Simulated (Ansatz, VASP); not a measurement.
# Cross-check of Si2Mo between VASP and Ansatz, part 2 of 2

One calculation is typed for both programs; each brings its own data sets. How far apart do they land? The cell is taken from a series of runs on this material, whose earlier steps may have relaxed, scaled, displaced or heated it; both programs get it as it stands.

VASP 6.6.1 and Ansatz 0.2.0.

So far: Set-up; Ansatz: zone-centre phonons, PBEsol.

### 3. VASP: zone-centre phonons, PBEsol

Level of this step: PBEsol; plane waves and PAW (Si, Mo_sv) (VASP).

The same cell, functional, mesh and smearing now go to VASP, with its own data sets.

Lines of VASP's logs that name or quote its potential files are left out, and so is its time.

Contents of INCAR:

```
SYSTEM = Si2Mo
PREC = Accurate
ENCUT = 500
EDIFF = 1E-08
NELM = 120
ISMEAR = 1
SIGMA = 0.2
LREAL = .FALSE.
ALGO = Normal
GGA = PS
NBANDS = 17
LASPH = .TRUE.
LORBIT = 11
LWAVE = .FALSE.
LCHARG = .FALSE.
ISIF = 2
IBRION = 8
GGA_COMPAT = .FALSE.
KPAR = 2
```

Contents of POSCAR:

```
Si2Mo
1.0
   -1.5483936332      1.5483936332      3.8184719214
    1.5483936332     -1.5483936332      3.8184719214
    1.5483936332      1.5483936332     -3.8184719214
Si Mo
2 1
Direct
    0.3339589593      0.3339589593      0.0000000000
    0.6660410407      0.6660410407      0.0000000000
    0.0000000000      0.0000000000      0.0000000000
```

Contents of KPOINTS:

```
Automatic mesh
0
Gamma
20 20 20
0 0 0
```

Potentials, in the order of the species: Si and Mo_sv (PBE family, release 64).

Started as:

```
$ mpirun -np 2 vasp_std
```

Numbers of over 12 decimals in the logs are rounded to 6 here.

The program printed:

```text
[banner, memory and clock lines left out]
running    2 mpi-ranks, on    1 nodes
 distrk:  each k-point on    1 cores,    2 groups
 distr:  one band on    1 cores,    1 groups

 POSCAR found type information on POSCAR SiMo
 POSCAR found :  2 types and       3 ions
|                                                                             |
|               ----> ADVICE to this user running VASP <----                  |
|                                                                             |
|     You enforced a specific xc type in the INCAR file but a different       |
|     [... a line on the potential file left out ...]
|     I HOPE YOU KNOW WHAT YOU ARE DOING!                                     |
|                                                                             |

 LDA part: xc-table for (Slater+PW92), standard interpolation
 POSCAR, INCAR and KPOINTS ok, starting setup
 FFT: planning ... GRIDC
 FFT: planning ... GRID_SOFT
 FFT: planning ... GRID
 WAVECAR not read
 entering main loop
       N       E                     dE             d eps       ncg     rms          rms(c)
DAV:   1     0.117452343710E+03    0.11745E+03   -0.11263E+04 21842   0.121E+03
DAV:   2    -0.230319060250E+02   -0.14048E+03   -0.13796E+03 27013   0.309E+02
DAV:   3    -0.257520354241E+02   -0.27201E+01   -0.26977E+01 27104   0.389E+01
DAV:   4    -0.257648734550E+02   -0.12838E-01   -0.12832E-01 26729   0.302E+00
DAV:   5    -0.257649561210E+02   -0.82666E-04   -0.82660E-04 26864   0.242E-01    0.278E+01
DAV:   6    -0.250066852550E+02    0.75827E+00   -0.49862E+00 23663   0.157E+01    0.702E+00
DAV:   7    -0.249046582213E+02    0.10203E+00   -0.61254E-01 22966   0.498E+00    0.563E+00
DAV:   8    -0.248695553242E+02    0.35103E-01   -0.89868E-02 23957   0.234E+00    0.442E-01
DAV:   9    -0.248687462677E+02    0.80906E-03   -0.15912E-03 26477   0.341E-01    0.218E-01
DAV:  10    -0.248686496928E+02    0.96575E-04   -0.39769E-04 25330   0.174E-01    0.617E-02
DAV:  11    -0.248686415683E+02    0.81245E-05   -0.91415E-05 24357   0.724E-02    0.212E-02
DAV:  12    -0.248686410075E+02    0.56083E-06   -0.12929E-05 23593   0.253E-02    0.898E-03
DAV:  13    -0.248686402976E+02    0.70985E-06   -0.14847E-06 23602   0.104E-02    0.190E-03
DAV:  14    -0.248686402679E+02    0.29730E-07   -0.30654E-08 27052   0.136E-03    0.270E-04
DAV:  15    -0.248686402544E+02    0.13511E-07   -0.91109E-10 11972   0.265E-04    0.208E-04
DAV:  16    -0.248686402536E+02    0.83082E-09   -0.21216E-10 11695   0.133E-04
   1 F= -.24868640E+02 E0= -.24868745E+02  d E =0.315564E-03
 Linear response reoptimize wavefunctions to high precision
DAV:   1    -0.248686402538E+02   -0.21782E-09   -0.18873E-11 12049   0.360E-05
DAV:   2    -0.248686402538E+02    0.54570E-11   -0.33056E-12 11550   0.141E-05
 Linear response DOF=           4
 Linear response progress:
  Degree of freedom:   1/  4
       N       E                     dE             d eps       ncg     rms          rms(c)
RMM:   1    -0.207842805252E-01   -0.20784E-01   -0.13611E-02178137   0.938E-01
RMM:   2    -0.164364519455E-01    0.43478E-02   -0.12910E-03114971   0.231E-01    0.105E-01
RMM:   3    -0.165106182638E-01   -0.74166E-04   -0.18957E-04114253   0.688E-02    0.564E-02
RMM:   4    -0.166890470289E-01   -0.17843E-03   -0.11827E-04118576   0.521E-02    0.112E-02
RMM:   5    -0.166770431370E-01    0.12004E-04   -0.19846E-06120681   0.131E-02    0.190E-03
RMM:   6    -0.166817218663E-01   -0.46787E-05   -0.45915E-07121011   0.275E-03    0.630E-04
RMM:   7    -0.166796420344E-01    0.20798E-05    0.21373E-08128497   0.855E-04    0.163E-04
RMM:   8    -0.166802273339E-01   -0.58530E-06   -0.97067E-09127707   0.204E-04    0.402E-05
RMM:   9    -0.166802308382E-01   -0.35044E-08    0.15113E-09125311   0.790E-05    0.145E-05
 first order change of Fermi-energy   0.23356E-04
 force on displaced ion       1 direction 1 : -11.303   0.000  -0.000
 Linear response progress:
  Degree of freedom:   2/  4
       N       E                     dE             d eps       ncg     rms          rms(c)
RMM:   1    -0.309010340355E-01   -0.30901E-01   -0.68161E-03 53342   0.120E+00
RMM:   2    -0.233165380174E-01    0.75845E-02   -0.23514E-03 36556   0.303E-01    0.172E-01
RMM:   3    -0.232807969355E-01    0.35741E-04   -0.78308E-04 33655   0.138E-01    0.138E-01
RMM:   4    -0.233463333423E-01   -0.65536E-04   -0.11671E-04 34791   0.665E-02    0.506E-02
RMM:   5    -0.234115840415E-01   -0.65251E-04   -0.18112E-05 37733   0.249E-02    0.173E-02
RMM:   6    -0.234166360002E-01   -0.50520E-05   -0.16565E-06 36445   0.802E-03    0.287E-03
RMM:   7    -0.234163497799E-01    0.28622E-06   -0.98149E-08 37733   0.217E-03    0.667E-04
RMM:   8    -0.234156981757E-01    0.65160E-06   -0.71034E-09 37361   0.740E-04    0.354E-04
RMM:   9    -0.234161395883E-01   -0.44141E-06    0.18186E-09 36975   0.303E-04    0.472E-05
RMM:  10    -0.234162517867E-01   -0.11220E-06    0.52438E-09 39846   0.102E-04    0.182E-05
RMM:  11    -0.234162558496E-01   -0.40628E-08    0.57208E-09 38235   0.408E-05    0.295E-06
 first order change of Fermi-energy   0.92456E-03
 force on displaced ion       1 direction 3 :   0.000   0.000 -16.881
 Linear response progress:
  Degree of freedom:   3/  4
       N       E                     dE             d eps       ncg     rms          rms(c)
RMM:   1    -0.776592183599E+00   -0.77659E+00    0.43004E+00 43051   0.219E+01
RMM:   2    -0.577799223557E+00    0.19879E+00   -0.28029E-01 60849   0.366E+00    0.164E-01
RMM:   3    -0.577244364814E+00    0.55486E-03   -0.46466E-03 78237   0.487E-01    0.909E-02
RMM:   4    -0.576302093319E+00    0.94227E-03   -0.41762E-04 82992   0.152E-01    0.244E-02
RMM:   5    -0.576181948866E+00    0.12014E-03   -0.43605E-05 91232   0.405E-02    0.970E-03
RMM:   6    -0.576188836626E+00   -0.68878E-05   -0.53767E-06 81155   0.134E-02    0.111E-03
RMM:   7    -0.576189919163E+00   -0.10825E-05   -0.10890E-06 91807   0.446E-03    0.501E-04
RMM:   8    -0.576193224886E+00   -0.33057E-05   -0.18389E-07 86099   0.148E-03    0.219E-04
RMM:   9    -0.576196500436E+00   -0.32755E-05   -0.77128E-08 85315   0.766E-04    0.294E-05
RMM:  10    -0.576196694400E+00   -0.19396E-06   -0.53895E-08 89647   0.373E-04    0.178E-05
RMM:  11    -0.576197136331E+00   -0.44193E-06   -0.23501E-08 85527   0.239E-04    0.621E-06
RMM:  12    -0.576197121703E+00    0.14628E-07   -0.24187E-08 92409   0.151E-04    0.168E-06
RMM:  13    -0.576197111308E+00    0.10395E-07   -0.17572E-08 88998   0.115E-04    0.139E-06
RMM:  14    -0.576197170572E+00   -0.59264E-07   -0.15571E-08 84836   0.103E-04    0.855E-07
RMM:  15    -0.576197155662E+00    0.14910E-07   -0.16042E-08 74488   0.923E-05    0.332E-07
RMM:  16    -0.576197167417E+00   -0.11754E-07   -0.16761E-08 68075   0.878E-05    0.874E-08
 first order change of Fermi-energy  -0.88186E-03
 force on displaced ion       3 direction 1 : -13.951   0.000  -0.000
 Linear response progress:
  Degree of freedom:   4/  4
       N       E                     dE             d eps       ncg     rms          rms(c)
RMM:   1    -0.822243923120E+00   -0.82224E+00    0.47980E+00 23432   0.225E+01
RMM:   2    -0.624809409730E+00    0.19743E+00   -0.29057E-01 33375   0.372E+00    0.181E-01
RMM:   3    -0.623660296511E+00    0.11491E-02   -0.48057E-03 41255   0.506E-01    0.927E-02
RMM:   4    -0.622428440767E+00    0.12319E-02   -0.65700E-04 42705   0.179E-01    0.271E-02
RMM:   5    -0.622226224316E+00    0.20222E-03   -0.69389E-05 48801   0.477E-02    0.146E-02
RMM:   6    -0.622097791097E+00    0.12843E-03   -0.86490E-06 48675   0.166E-02    0.399E-03
RMM:   7    -0.622111450223E+00   -0.13659E-04   -0.20089E-06 44670   0.683E-03    0.567E-04
RMM:   8    -0.622113124776E+00   -0.16746E-05   -0.16416E-07 50415   0.223E-03    0.372E-04
RMM:   9    -0.622115051492E+00   -0.19267E-05   -0.43018E-08 48715   0.768E-04    0.193E-04
RMM:  10    -0.622116770100E+00   -0.17186E-05    0.32841E-08 47493   0.453E-04    0.268E-05
RMM:  11    -0.622116546634E+00    0.22347E-06    0.43496E-10 48861   0.235E-04    0.130E-05
RMM:  12    -0.622116526934E+00    0.19700E-07   -0.87200E-10 50647   0.156E-04    0.315E-06
RMM:  13    -0.622116562550E+00   -0.35617E-07   -0.70122E-09 49052   0.119E-04    0.169E-06
RMM:  14    -0.622116611252E+00   -0.48701E-07   -0.84104E-09 47538   0.103E-04    0.610E-07
RMM:  15    -0.622116614472E+00   -0.32202E-08   -0.15316E-08 47340   0.929E-05    0.204E-07
 first order change of Fermi-energy   0.55075E-03
 force on displaced ion       3 direction 3 :  -0.000  -0.000 -18.341
 Linear response finished
```

OUTCAR, selected parts (step 3):

```text
ion  position               nearest neighbor table
   1  0.334  0.334  0.000-   3 2.53   3 2.53   3 2.53   3 2.53   2 2.54   2 2.54   2 2.54   2 2.54
                             2 2.54   3 2.55
   2  0.666  0.666  0.000-   3 2.53   3 2.53   3 2.53   3 2.53   1 2.54   1 2.54   1 2.54   1 2.54
                             1 2.54   3 2.55
   3  0.000  0.000  0.000-   2 2.53   2 2.53   2 2.53   1 2.53   2 2.53   1 2.53   1 2.53   1 2.53
                             1 2.55   2 2.55

  LATTYP: Found a body centered tetragonal cell.
 ALAT       =     3.0967872664
 C/A-ratio  =     2.4660860388

 Subroutine GETGRP returns: Found 16 space group operations
 (whereof 16 operations were pure point group operations)

The static configuration has the point symmetry D_4h.

 Found    641 irreducible k-points:

   k-points           NKPTS =    641   k-points in BZ     NKDIM =    641   number of bands    NBANDS=     17

   dimension x,y,z NGX =    32 NGY =   32 NGZ =   32
   dimension x,y,z NGXF=    64 NGYF=   64 NGZF=   64

   ENCUT  =  500.0 eV  36.75 Ry    6.06 a.u.   8.03  8.03  8.03*2*pi/ulx,y,z

   NELECT =      22.0000    total number of electrons

 k-points in reciprocal lattice and weights: Automatic mesh
   0.00000000  0.00000000  0.00000000       0.000
   0.05000000  0.00000000 -0.00000000       0.001
   0.10000000  0.00000000 -0.00000000       0.001
   0.15000000  0.00000000 -0.00000000       0.001
   0.20000000  0.00000000 -0.00000000       0.001
   0.25000000  0.00000000 -0.00000000       0.001
   0.30000000  0.00000000 -0.00000000       0.001
   0.35000000  0.00000000 -0.00000000       0.001
   0.40000000  0.00000000 -0.00000000       0.001
[...]
-0.45000000 -0.45000000  0.45000000       0.000
   0.50000000  0.50000000  0.50000000       0.000

 average (electrostatic) potential at core
       1 -75.6866       2 -75.6866       3 -67.2976

  Total        5.1117948      5.1117948      5.1136537      0.0000000     -0.0000000      0.0000000
  in kB      223.6514117    223.6514117    223.7327432      0.0000000     -0.0000000      0.0000000
  external PRESSURE =     223.6785222 kB  Pullay stress =       0.0000000 kB

  energy-cutoff  :      500.00
  volume of cell :       36.62
      direct lattice vectors                 reciprocal lattice vectors
    -1.548393633  1.548393633  3.818471921     0.000000000  0.322915303  0.130942432
     1.548393633 -1.548393633  3.818471921     0.322915303  0.000000000  0.130942432
     1.548393633  1.548393633 -3.818471921     0.322915303  0.322915303  0.000000000

 POSITION                                       TOTAL-FORCE (eV/Angst)
 -----------------------------------------------------------------------------------
      0.00000      0.00000      2.55043        -0.000000     -0.000000     -0.005997
      0.00000      0.00000      5.08652         0.000000      0.000000      0.005997
      0.00000      0.00000      0.00000         0.000000      0.000000      0.000000
 -----------------------------------------------------------------------------------
    total drift:                               -0.000000      0.000000     -0.000000

 Eigenvectors and eigenvalues of the dynamical matrix
 ----------------------------------------------------

   1 f  =   14.630019 THz    91.923121 2PiTHz  488.004906 cm-1    60.504870 meV
             X         Y         Z           dx          dy          dz
      0.000000  0.000000  2.550426     0.000000   -0.000000   -0.707107
      0.000000  0.000000  5.086518     0.000000   -0.000000    0.707107
      0.000000  0.000000  0.000000     0.000000    0.000000    0.000000

   2 f  =   11.663501 THz    73.283941 2PiTHz  389.052532 cm-1    48.236345 meV
             X         Y         Z           dx          dy          dz
      0.000000  0.000000  2.550426     0.235702    0.666667   -0.000000
      0.000000  0.000000  5.086518    -0.235702   -0.666667    0.000000
      0.000000  0.000000  0.000000    -0.000000   -0.000000    0.000000

   3 f  =   11.663501 THz    73.283941 2PiTHz  389.052532 cm-1    48.236345 meV
             X         Y         Z           dx          dy          dz
      0.000000  0.000000  2.550426    -0.666667    0.235702   -0.000000
      0.000000  0.000000  5.086518     0.666667   -0.235702    0.000000
      0.000000  0.000000  0.000000    -0.000000   -0.000000    0.000000

   4 f  =   11.246997 THz    70.666965 2PiTHz  375.159429 cm-1    46.513820 meV
             X         Y         Z           dx          dy          dz
      0.000000  0.000000  2.550426     0.000000   -0.000000    0.561530
      0.000000  0.000000  5.086518     0.000000   -0.000000    0.561530
      0.000000  0.000000  0.000000     0.000000    0.000000   -0.607757

   5 f  =    9.809375 THz    61.634124 2PiTHz  327.205544 cm-1    40.568299 meV
             X         Y         Z           dx          dy          dz
      0.000000  0.000000  2.550426    -0.561540    0.000000   -0.000000
      0.000000  0.000000  5.086518    -0.561540   -0.000000    0.000000
      0.000000  0.000000  0.000000     0.607738   -0.000000    0.000000

   6 f  =    9.809375 THz    61.634124 2PiTHz  327.205544 cm-1    40.568299 meV
             X         Y         Z           dx          dy          dz
      0.000000  0.000000  2.550426     0.000000   -0.561540   -0.000000
      0.000000  0.000000  5.086518     0.000000   -0.561540    0.000000
      0.000000  0.000000  0.000000     0.000000    0.607738    0.000000

   7 f/i=    0.000742 THz     0.004662 2PiTHz    0.024750 cm-1     0.003069 meV
             X         Y         Z           dx          dy          dz
      0.000000  0.000000  2.550426     0.000000    0.429736   -0.000000
      0.000000  0.000000  5.086518     0.000000    0.429736    0.000000
      0.000000  0.000000  0.000000     0.000000    0.794138    0.000000

   8 f/i=    0.000742 THz     0.004662 2PiTHz    0.024750 cm-1     0.003069 meV
             X         Y         Z           dx          dy          dz
      0.000000  0.000000  2.550426    -0.429736    0.000000   -0.000000
      0.000000  0.000000  5.086518    -0.429736   -0.000000    0.000000
      0.000000  0.000000  0.000000    -0.794138   -0.000000    0.000000

   9 f/i=    0.001117 THz     0.007020 2PiTHz    0.037266 cm-1     0.004620 meV
             X         Y         Z           dx          dy          dz
      0.000000  0.000000  2.550426     0.000000    0.000000   -0.429749
      0.000000  0.000000  5.086518     0.000000    0.000000   -0.429749
      0.000000  0.000000  0.000000     0.000000    0.000000   -0.794123

 ELASTIC MODULI CONTR FROM IONIC RELAXATION (kBar)
 Direction    XX          YY          ZZ          XY          YZ          ZX
 --------------------------------------------------------------------------------
 XX         -23.3660    -23.3660    -16.9438      0.0000      0.0000     -0.0000
 YY         -23.3660    -23.3660    -16.9438      0.0000      0.0000     -0.0000
 ZZ         -16.9438    -16.9438    -12.2868      0.0000      0.0000     -0.0000
 XY           0.0000      0.0000      0.0000      0.0000      0.0000      0.0000
 YZ           0.0000      0.0000      0.0000      0.0000    -48.1298      0.0000
 ZX          -0.0000     -0.0000     -0.0000      0.0000      0.0000    -23.0707
 --------------------------------------------------------------------------------
```

### 4. Side by side

Known differences besides the potentials themselves: the cutoff is 420 eV in Ansatz and 500 eV in VASP; Ansatz makes its cores anew for this functional, VASP keeps those of its PBE data sets. Total energies have different zeros and are not compared.

The two programs side by side:

```csv
quantity,Ansatz,VASP,difference
optical mode 1 to 2 (cm⁻¹),325.8,327.2,-0.42 %
optical mode 3 (cm⁻¹),373.5,375.2,-0.43 %
optical mode 4 to 5 (cm⁻¹),388.3,389.1,-0.19 %
optical mode 6 (cm⁻¹),487.5,488.0,-0.10 %
```

Modes are paired by rising frequency, not by their patterns, so a pair may set unlike modes beside each other; they are those without the splitting of longitudinal modes.

### 5. Summary of results

| Item | Value |
| --- | --- |
| r.m.s. difference of the optical zone-centre modes, each program's sorted by frequency (zone-centre phonons, PBEsol) | 1.1 cm⁻¹ |

The r.m.s. difference of the optical zone-centre modes, each program's sorted by frequency is 1.1 cm⁻¹ (zone-centre phonons, PBEsol). Such differences can come from data sets, numerical settings and the points named under the comparisons, not from the functional's error against experiment.

[Lines on the potential files, build, host, timing and source positions are cut from VASP's logs without a mark.]

[Logs are printed without paths, hosts, clocks, repeated set-up lines and the standing remarks that a program may print on its own settings, such as how far it seeks lower states.]

[Hosts, paths, dates, database ids (printed as entryN), source tags and the programs' standing remarks are cut or masked in the printed files.]
